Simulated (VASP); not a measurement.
Consider the following.

```xyz
2
Lattice="0.0000 2.6803 2.6803 2.6803 0.0000 2.6803 2.6803 2.6803 0.0000" Properties=species:S:1:pos:R:3 pbc="T T T"
Zn     0.0000     0.0000     0.0000
S      1.3402     1.3402     1.3402
```

Computed with PBEsol GGA, VASP's PBE PAW potentials (set 64) (plane waves; VASP). Settings: 520 eV cut-off, Gaussian smearing of 0.050 eV, potentials Zn S.

Question: Estimate the band gap (along the path) with the smallest direct gap where there is one.

Answer: 
```yaml
band gap (along the path): 2.08 eV
smallest direct gap (along the path): 2.08 eV
```

The absolute energy has meaning only against runs of the same code, potentials and settings.

The compound is ZnS in the zinc blende structure. It was relaxed first.
